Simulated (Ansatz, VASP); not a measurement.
# Cross-check of BP between VASP and Ansatz

Aim: how closely do two programs agree when they are given the same cell, functional and k mesh? The cell is taken from a series of runs on this material, whose earlier steps may have relaxed, scaled, displaced or heated it; both programs get it as it stands.

Method: plane waves, with VASP 6.6.1 beside it; zone-centre phonons at LDA, in Ansatz 0.2.0.

## 1. The starting structure

The structure is cubic, space group F-43m (No. 216). The conventional cell has a = 4.491 Å, b = 4.491 Å, c = 4.491 Å, α = 90.00°, β = 90.00°, γ = 90.00°. Nearest to B lie 4 P at 1.94 Å. Nearest to P lie 4 B at 1.94 Å. Farther neighbours are not listed.

Structure file:

```cif
data_structure
_symmetry_space_group_name_H-M 'P 1'
_symmetry_Int_Tables_number 1
_cell_length_a 3.1753
_cell_length_b 3.1753
_cell_length_c 3.1753
_cell_angle_alpha 60.000
_cell_angle_beta 60.000
_cell_angle_gamma 60.000
_cell_volume 22.64
loop_
_atom_site_label
_atom_site_type_symbol
_atom_site_fract_x
_atom_site_fract_y
_atom_site_fract_z
_atom_site_occupancy
B1 B 0.00000 0.00000 0.00000 1
P2 P 0.75000 0.75000 0.75000 1
```

## 2. Ansatz: zone-centre phonons, LDA

Ansatz runs on its PAW soft_1 files.

Second derivatives magnify differences that forces hide, and they need a tight electronic threshold.

input.yaml reads:

```yaml
crystal:
  lattice:
    - [0.0, 2.2452912038, 2.2452912038]
    - [2.2452912038, 0.0, 2.2452912038]
    - [2.2452912038, 2.2452912038, 0.0]
  atoms:
    - { symbol: B, position: [0.0, 0.0, 0.0] }
    - { symbol: P, position: [0.75, 0.75, 0.75] }
total_charge: 0.013583
kpoints:
  mp_grid: { grid: [36, 36, 36] }
hamiltonian:
  xc: lda
  pseudopotentials: { kind: paw, azcp: { folder: soft_1 }, xc_functional: pbe }
scf:
  occupations: { method: fermi_dirac, width: 0.03 }
output:
  eigenvalues: true
phonons:
  method: dfpt
```

Run with:

```
ansatz run input.yaml --threads 4 --pin off --max-ram 16384MiB --backend cpu --events-out ev --progress --plain --runs-dir out
```

Numbers of over 12 decimals in the logs are rounded to 6 here.

The log of the run:

```text
zone centre: on kpoints.mp_grid the ground state, and the responses unless they are solved on pairs of k-points, stand on 3349 of the mesh's 46656 k-points, reduced under 8 symmetry operations, with k and −k counted as one. Each operation leaves every solved displacement unchanged or reverses it
Engine: ansatz 0.2.0, aarch64-unknown-linux-gnu
Pseudopotentials: kind: paw
Pseudopotential: B, paw, valence charge 3, recommended cutoff 420 eV (normal), soft_1/B.paw.azcp
Pseudopotential: P, paw, valence charge 5, recommended cutoff 420 eV (normal), soft_1/P.paw.azcp
Functional definition: SPW92
  exchange = slater_x
  correlation = pw_c
Crystal: 2 atoms, lattice volume = 22.639 Å³
Basis set: ecut = 420 eV, 459 PW (Γ), exchange–correlation on 48×48×48 points (8 copies of the dense FFT grid, shifted against one another)
Bands: 8, of which v1, the nominal top of the filled ones, is band 4 counted from 1 (3 counted from 0)
Symmetry: 24 space group operations
k-points: 3349 of 46656 (irreducible under 8 space group operations, time reversal used)
Non-local potential: B, projectors of the file, l = 0: 2, l = 1: 2, l = 2: 1
Non-local potential: P, projectors of the file, l = 0: 2, l = 1: 2, l = 2: 1
PAW form: soft (Blöchl's): semilocal exchange-correlation on the pseudo side does not see the compensation charge
PAW frozen core: B, regenerated for the run's functional, and the local potential with it (the file was generated under x = pbe(κ = 0.804, μ = 0.219515), c = pbe(β = 0.066725))
PAW frozen core: P, regenerated for the run's functional, and the local potential with it (the file was generated under x = pbe(κ = 0.804, μ = 0.219515), c = pbe(β = 0.066725))
PAW one-centre angular grid: B, 110 points (default); XC on 64 Gauss nodes
PAW one-centre angular grid: P, 110 points (default); XC on 64 Gauss nodes
Initial density: superposition of atomic densities (chi_scale 0.1, normalization cell, long waves kept (reshape's long-wave potential 0.00 eV rms))
Initial wavefunctions: pseudopotential atomic-orbital guess
Functional: x = slater, c = lda
SCF iter   1: F=—  HF=-877.605378 eV  |F-HF|=—  |Δ(HF+E_count)|=         —  Δρ=9.59e-2  dr2=2.33e0  ethr=3.10e-3  ⟨swp⟩=6.3  Hψ=258842  notcnv=0
preconditioner: auto → none  [metal: Δε(μ)=0.005 eV  Ē_g=13.132 eV  σ=0.030 eV  W_gap=0.04  n_scr=0 (ndim 8)  ℏωp=22.1 eV  f_vac=0.000  D(μ)=0.11/eV (n_scr^D=0)]
SCF iter   2: F=—  HF=-876.821091 eV  |F-HF|=—  |Δ(HF+E_count)|=   7.84e-1  Δρ=2.99e-2  dr2=1.55e-1  ethr=3.10e-3  ⟨swp⟩=3.0  Hψ=82325  notcnv=0
SCF iter   3: F=—  HF=-876.769935 eV  |F-HF|=—  |Δ(HF+E_count)|=   5.12e-2  Δρ=1.12e-2  dr2=1.79e-2  ethr=1.94e-3  ⟨swp⟩=3.0  Hψ=53560  notcnv=0
SCF iter   4: F=—  HF=-876.764629 eV  |F-HF|=—  |Δ(HF+E_count)|=   5.31e-3  Δρ=1.57e-3  dr2=2.62e-4  ethr=2.24e-4  ⟨swp⟩=3.0  Hψ=53553  notcnv=0
SCF iter   5: F=—  HF=-876.764574 eV  |F-HF|=—  |Δ(HF+E_count)|=   5.50e-5  Δρ=5.98e-5  dr2=3.00e-7  ethr=3.28e-6  ⟨swp⟩=2.1  Hψ=35248  notcnv=0
SCF iter   6: F=—  HF=-876.764575 eV  |F-HF|=—  |Δ(HF+E_count)|=   3.44e-7  Δρ=1.18e-5  dr2=1.46e-8  ethr=3.75e-9  ⟨swp⟩=2.3  Hψ=40050  notcnv=0
SCF iter   7: F=—  HF=-876.764575 eV  |F-HF|=—  |Δ(HF+E_count)|=   2.13e-9  Δρ=5.58e-7  dr2=9.22e-11  ethr=1.83e-10  ⟨swp⟩=2.0  Hψ=40153  notcnv=0
SCF iter   8: F=-876.764575 eV  HF=-876.764575 eV  |F-HF|=2.27e-13  |Δ(HF+E_count)|=  3.98e-11  Δρ=1.52e-8  dr2=5.61e-14  ethr=1.00e-12  ⟨swp⟩=7.1  Hψ=159734  notcnv=0
SCF 1 converged in 8 iterations: F = -876.764575 eV  dr2 = 5.61e-14
  greatest PAW one-centre occupation: 0.763 electrons in one spin orbital (limit 2), on the P atom at site 1 (counted from 0), in its partial waves of l = 0
DFPT response loops at Γ: preconditioner auto → Kerker (q_TF=auto, 2.293 Å⁻¹) (partly filled bands, converged f_vac=0.000); β = 1.00, the filter's whole step (`scf.mixing.beta` (0.50) is not read by the response loops under this deck's `scf.mixing.preconditioner`; to damp them name `kerker` or `kerker_dos`, under which they read `scf.mixing.beta`, and type it under 1.00, their step now; both keys bind the ground state too); Broyden in place of MSR1
SCF converged after 8 iterations
Free energy (F): -876.764575 eV
Harris-Foulkes:  -876.764575 eV  (|F-HF|=2.27e-13)
Internal energy: -876.764280 eV  (E = F + TS)
E sigma→0 (E₀):  -876.764427 eV
Entropy (-TS):   -0.000295 eV (-0.148 meV/atom)
Fermi energy:    9.271597 eV
--- Per-component energies (eV) ---
  E_band       = 22.922788
  E_kinetic    = 122.098614
  E_local      = -61.075496  (includes V_loc(G=0)·N_el)
  E_nonlocal   = 41.738579
  E_hartree    = 16.632172
  E_xc         = -106.402395
  E_vxc        = -101.802103  (∫ρ·V_xc dr)
  E_paw        = -601.412828  (= ΣΔE_a)
  E_vpaw       = -11.301157  (= ΣTr[D̂ρ^β])
  E_aug_tail   = 0.000009  (compensation charges beyond the density's cutoff)
  E_ewald      = -288.506120
  E_core_change = 0.163186  (= ΣΔE_core)
  E_smearing   = -0.000295  (= −TS)
  E_closure    = -0.000000  (closes the sum)
  E_deformation_potential = 0.227496  (in the stress; not in F)
  Σ components = -876.764575   (vs F -876.764575, Δ=0.00e0)
--- Band table (eV; the first three rows and the last of 3349) ---
  k-point 0: bands = ["-6.2079", "9.4613", "9.4613", "9.4613", "12.8926", "12.8926", "12.8926", "17.2888"]
  k-point 1: bands = ["-6.1936", "9.3351", "9.4346", "9.4346", "12.9293", "12.9293", "12.9503", "17.3278"]
  k-point 2: bands = ["-6.1509", "8.9900", "9.3585", "9.3585", "13.0343", "13.0343", "13.0915", "17.4429"]
  k-point 3348: bands = ["-0.9129", "1.4001", "3.5996", "3.7968", "14.6957", "16.1974", "16.8072", "17.0880"]
--- Phonons (Γ-DFPT): 2 representative perturbations + reference, on 3349 of 46656 k-points (Σ response iterations 5) ---
  k mesh reduced under 8 symmetry operations, with k and −k counted as one. Each operation leaves every solved displacement unchanged or reverses it
  ASR residual: 9.011e-6 → 0.000e0 eV/Å²; symmetrization residual: 6.859e-8 eV/Å²
  ASR residual per site (eV/Å²): 9.01e-6 6.46e-6
  Γ frequencies (cm⁻¹): 0.00 0.00 0.00 760.47 760.47 760.47
  non-analytic LO–TO correction: not included (Born effective charges unavailable; polar crystals: no LO–TO splitting at Γ)
```

## 3. VASP: zone-centre phonons, LDA

The same cell, functional (in two slightly different forms), mesh and smearing now go to VASP, with its own data sets.

Lines of VASP's logs that name or quote its potential files are left out, and so is its time.

INCAR reads:

```
SYSTEM = BP
PREC = Accurate
ENCUT = 500
EDIFF = 1E-08
NELM = 120
ISMEAR = -1
SIGMA = 0.03
LREAL = .FALSE.
ALGO = Normal
GGA = CA
NELECT = 7.986417
NBANDS = 9
LORBIT = 11
LWAVE = .FALSE.
LCHARG = .FALSE.
ISIF = 2
IBRION = 8
LASPH = .TRUE.
GGA_COMPAT = .FALSE.
KPAR = 2
```

POSCAR reads:

```
BP
1.0
    0.0000000000      2.2452912038      2.2452912038
    2.2452912038      0.0000000000      2.2452912038
    2.2452912038      2.2452912038      0.0000000000
B P
1 1
Direct
    0.0000000000      0.0000000000      0.0000000000
    0.7500000000      0.7500000000      0.7500000000
```

KPOINTS reads:

```
Automatic mesh
0
Gamma
36 36 36
0 0 0
```

PAW data sets: B and P (LDA family, release 64).

Run with:

```
mpirun -np 2 vasp_std
```

The log of the run:

```text
[banner, memory and clock lines left out]
running    2 mpi-ranks, on    1 nodes
 distrk:  each k-point on    1 cores,    2 groups
 distr:  one band on    1 cores,    1 groups

 POSCAR found type information on POSCAR B P
 POSCAR found :  2 types and       2 ions
 LDA part: xc-table for (Slater(with rela. corr.)+CA(PZ))
 , standard interpolation
 POSCAR, INCAR and KPOINTS ok, starting setup
 FFT: planning ... GRIDC
 FFT: planning ... GRID_SOFT
 FFT: planning ... GRID
 WAVECAR not read
 entering main loop
       N       E                     dE             d eps       ncg     rms          rms(c)
DAV:   1     0.742656632076E+01    0.74266E+01   -0.34088E+03 22376   0.667E+02
DAV:   2    -0.149503904945E+02   -0.22377E+02   -0.21266E+02 33165   0.112E+02
DAV:   3    -0.153863350982E+02   -0.43594E+00   -0.43434E+00 26617   0.161E+01
DAV:   4    -0.153880278993E+02   -0.16928E-02   -0.16925E-02 32126   0.107E+00
DAV:   5    -0.153880313768E+02   -0.34774E-05   -0.34772E-05 26124   0.373E-02BRMIX: very serious problems
 the old and the new charge density differ
 old charge density:     8.00000 new    7.98642
BRMIX: very serious problems
 the old and the new charge density differ
 old charge density:     8.00000 new    7.98642
    0.766E+00
DAV:   6    -0.146372880121E+02    0.75074E+00   -0.18189E+00 24288   0.688E+00    0.408E+00
DAV:   7    -0.145165810723E+02    0.12071E+00   -0.30899E-01 31877   0.319E+00    0.127E+00
DAV:   8    -0.145036886848E+02    0.12892E-01   -0.35011E-02 25651   0.112E+00    0.251E-01
DAV:   9    -0.145037018959E+02   -0.13211E-04   -0.70994E-04 29285   0.217E-01    0.157E-01
DAV:  10    -0.145036978426E+02    0.40533E-05   -0.13288E-04 24615   0.753E-02    0.300E-02
DAV:  11    -0.145036998758E+02   -0.20332E-05   -0.59440E-06 33200   0.149E-02    0.356E-02
DAV:  12    -0.145036995541E+02    0.32167E-06   -0.18723E-06 25753   0.670E-03    0.766E-03
DAV:  13    -0.145036995604E+02   -0.62765E-08   -0.49184E-08 27435   0.174E-03
   1 F= -.14503700E+02 E0= -.14503552E+02  d E =-.294977E-03
 Linear response reoptimize wavefunctions to high precision
DAV:   1    -0.145036995587E+02    0.16580E-08   -0.92033E-09 25121   0.492E-04
DAV:   2    -0.145036995588E+02   -0.19668E-10   -0.17724E-10 12975   0.122E-04
 Linear response DOF=           2
 Linear response progress:
  Degree of freedom:   1/  2
       N       E                     dE             d eps       ncg     rms          rms(c)
RMM:   1    -0.464212824155E-01   -0.46421E-01   -0.76472E-03281341   0.128E+00
RMM:   2    -0.429553994442E-01    0.34659E-02   -0.11400E-03181867   0.270E-01    0.167E-01
RMM:   3    -0.428968889860E-01    0.58510E-04   -0.34054E-04186691   0.120E-01    0.860E-02
RMM:   4    -0.433959498365E-01   -0.49906E-03   -0.31426E-04179924   0.111E-01    0.100E-02
RMM:   5    -0.433648662847E-01    0.31084E-04   -0.17567E-06194032   0.148E-02    0.128E-03
RMM:   6    -0.433707013934E-01   -0.58351E-05   -0.15558E-07192199   0.204E-03    0.586E-04
RMM:   7    -0.433690358280E-01    0.16656E-05   -0.94089E-08197611   0.484E-04    0.106E-04
RMM:   8    -0.433697197926E-01   -0.68396E-06   -0.25042E-08200678   0.126E-04    0.345E-05
RMM:   9    -0.433695185619E-01    0.20123E-06   -0.26002E-08205943   0.460E-05    0.306E-06
RMM:  10    -0.433695209737E-01   -0.24117E-08   -0.23923E-08201200   0.105E-05    0.104E-06
 first order change of Fermi-energy   0.50919E-04
 force on displaced ion       1 direction 1 : -16.955   0.000   0.000
 Linear response progress:
  Degree of freedom:   2/  2
       N       E                     dE             d eps       ncg     rms          rms(c)
RMM:   1    -0.437222680120E-01   -0.43722E-01    0.72161E-04268866   0.159E+00
RMM:   2    -0.411213516198E-01    0.26009E-02   -0.10327E-03180884   0.247E-01    0.160E-01
RMM:   3    -0.412043145268E-01   -0.82963E-04   -0.61866E-05189641   0.524E-02    0.902E-02
RMM:   4    -0.416002662243E-01   -0.39595E-03   -0.54007E-05184859   0.505E-02    0.986E-03
RMM:   5    -0.415570431368E-01    0.43223E-04   -0.40672E-06195721   0.102E-02    0.419E-03
RMM:   6    -0.415547895442E-01    0.22536E-05   -0.46734E-08195205   0.123E-03    0.314E-03
RMM:   7    -0.415558854105E-01   -0.10959E-05    0.11858E-07196766   0.662E-04    0.191E-04
RMM:   8    -0.415548366603E-01    0.10488E-05    0.84708E-08200127   0.163E-04    0.125E-04
RMM:   9    -0.415544963765E-01    0.34028E-06    0.99991E-08206296   0.602E-05    0.685E-06
RMM:  10    -0.415545016167E-01   -0.52402E-08    0.48705E-08207291   0.134E-05    0.920E-06
 first order change of Fermi-energy   0.35703E-04
 force on displaced ion       2 direction 1 : -16.957   0.000   0.000
 Linear response finished
```

From OUTCAR (step 3):

```text
NELECT = 7.986417

 ion  position               nearest neighbor table
   1  0.000  0.000  0.000-   2 1.94   2 1.94   2 1.94   2 1.94
   2  0.750  0.750  0.750-   1 1.94   1 1.94   1 1.94   1 1.94

  LATTYP: Found a face centered cubic cell.
 ALAT       =     4.4905824076

 Subroutine GETGRP returns: Found 24 space group operations
 (whereof 24 operations were pure point group operations)

The static configuration has the point symmetry T_d .

 Found   1240 irreducible k-points:

   k-points           NKPTS =   1240   k-points in BZ     NKDIM =   1240   number of bands    NBANDS=      9

   dimension x,y,z NGX =    24 NGY =   24 NGZ =   24
   dimension x,y,z NGXF=    48 NGYF=   48 NGZF=   48

   ENCUT  =  500.0 eV  36.75 Ry    6.06 a.u.   5.79  5.79  5.79*2*pi/ulx,y,z

 k-points in reciprocal lattice and weights: Automatic mesh
   0.00000000  0.00000000  0.00000000       0.000
   0.02777778  0.00000000  0.00000000       0.000
   0.05555556  0.00000000  0.00000000       0.000
   0.08333333  0.00000000  0.00000000       0.000
   0.11111111  0.00000000  0.00000000       0.000
   0.13888889  0.00000000  0.00000000       0.000
   0.16666667  0.00000000  0.00000000       0.000
   0.19444444  0.00000000  0.00000000       0.000
   0.22222222  0.00000000  0.00000000       0.000
[...]
-0.27777778  0.50000000  0.22222222       0.000
  -0.25000000  0.50000000  0.25000000       0.000

 average (electrostatic) potential at core
       1 -29.5679       2 -81.9123

  Total       -0.1820788     -0.1820788     -0.1820788      0.0000000      0.0000000      0.0000000
  in kB      -12.8861121    -12.8861121    -12.8861121      0.0000000      0.0000000      0.0000000
  external PRESSURE =     -12.8861121 kB  Pullay stress =       0.0000000 kB

  energy-cutoff  :      500.00
  volume of cell :       22.64
      direct lattice vectors                 reciprocal lattice vectors
     0.000000000  2.245291204  2.245291204    -0.222688264  0.222688264  0.222688264
     2.245291204  0.000000000  2.245291204     0.222688264 -0.222688264  0.222688264
     2.245291204  2.245291204  0.000000000     0.222688264  0.222688264 -0.222688264

 POSITION                                       TOTAL-FORCE (eV/Angst)
 -----------------------------------------------------------------------------------
      0.00000      0.00000      0.00000        -0.000000     -0.000000      0.000000
      3.36794      3.36794      3.36794         0.000000      0.000000     -0.000000
 -----------------------------------------------------------------------------------
    total drift:                               -0.000000     -0.000000     -0.000000

 Eigenvectors and eigenvalues of the dynamical matrix
 ----------------------------------------------------

   1 f  =   22.739826 THz   142.878539 2PiTHz  758.518940 cm-1    94.044320 meV
             X         Y         Z           dx          dy          dz
      0.000000  0.000000  0.000000     0.860960    0.000000    0.000000
      3.367937  3.367937  3.367937    -0.508673    0.000000    0.000000

   2 f  =   22.739826 THz   142.878539 2PiTHz  758.518940 cm-1    94.044320 meV
             X         Y         Z           dx          dy          dz
      0.000000  0.000000  0.000000     0.000000   -0.587344   -0.629506
      3.367937  3.367937  3.367937    -0.000000    0.347016    0.371926

   3 f  =   22.739826 THz   142.878539 2PiTHz  758.518940 cm-1    94.044320 meV
             X         Y         Z           dx          dy          dz
      0.000000  0.000000  0.000000     0.000000   -0.629506    0.587344
      3.367937  3.367937  3.367937    -0.000000    0.371926   -0.347016

   4 f/i=    0.000506 THz     0.003180 2PiTHz    0.016882 cm-1     0.002093 meV
             X         Y         Z           dx          dy          dz
      0.000000  0.000000  0.000000     0.280617   -0.391927    0.162468
      3.367937  3.367937  3.367937     0.474961   -0.663360    0.274987

   5 f/i=    0.000506 THz     0.003180 2PiTHz    0.016882 cm-1     0.002093 meV
             X         Y         Z           dx          dy          dz
      0.000000  0.000000  0.000000    -0.254870    0.000000    0.440216
      3.367937  3.367937  3.367937    -0.431383    0.000000    0.745091

   6 f/i=    0.000506 THz     0.003180 2PiTHz    0.016882 cm-1     0.002093 meV
             X         Y         Z           dx          dy          dz
      0.000000  0.000000  0.000000     0.339181    0.324256    0.196375
      3.367937  3.367937  3.367937     0.574084    0.548822    0.332376

 ELASTIC MODULI CONTR FROM IONIC RELAXATION (kBar)
 Direction    XX          YY          ZZ          XY          YZ          ZX
 --------------------------------------------------------------------------------
 XX          -0.0000      0.0000      0.0000     -0.0000      0.0000      0.0000
 YY           0.0000     -0.0000      0.0000     -0.0000     -0.0000     -0.0000
 ZZ           0.0000      0.0000     -0.0000      0.0000     -0.0000      0.0000
 XY          -0.0000     -0.0000      0.0000   -289.3507     -0.0000     -0.0000
 YZ           0.0000     -0.0000     -0.0000     -0.0000   -289.3507     -0.0000
 ZX           0.0000     -0.0000      0.0000     -0.0000     -0.0000   -289.3507
 --------------------------------------------------------------------------------
```

The cell is charged against a uniform background.

## 4. Comparison

Known differences besides the potentials themselves: the two LDA forms differ slightly; the cutoff is 420 eV in Ansatz and 500 eV in VASP; VASP's log shows a relativistic correction to its local exchange, Ansatz's none. Total energies have different zeros and are not compared.

Both answers:

```tsv
quantity	Ansatz	VASP	difference
optical mode 1 to 3 (cm⁻¹)	760.5	758.5	+0.26 %
```

Modes are paired by rising frequency, not by their patterns, so a pair may set unlike modes beside each other; they are those without the splitting of longitudinal modes. The cell carries a charge of +0.013583 e against a uniform background, so its pressure also hangs on how the neutralising background is counted, and in a defect's cell a gap may be the spacing between its levels.

## 5. Summary of results

| Quantity | Value |
| --- | --- |
| r.m.s. difference of the optical zone-centre modes, each program's sorted by frequency (zone-centre phonons, LDA) | 2.0 cm⁻¹ |

What this shows: The r.m.s. difference of the optical zone-centre modes, each program's sorted by frequency is 2.0 cm⁻¹ (zone-centre phonons, LDA). Such differences can come from data sets, numerical settings and the points named under the comparisons, not from the functional's error against experiment.

[Lines on the potential files, build, host, timing and source positions are cut from VASP's logs without a mark.]

[Logs are printed without paths, hosts, clocks, repeated set-up lines and the standing remarks that a program may print on its own settings, such as how far it seeks lower states.]

[Hosts, paths, dates, database ids (printed as entryN), source tags and the programs' standing remarks are cut or masked in the printed files.]
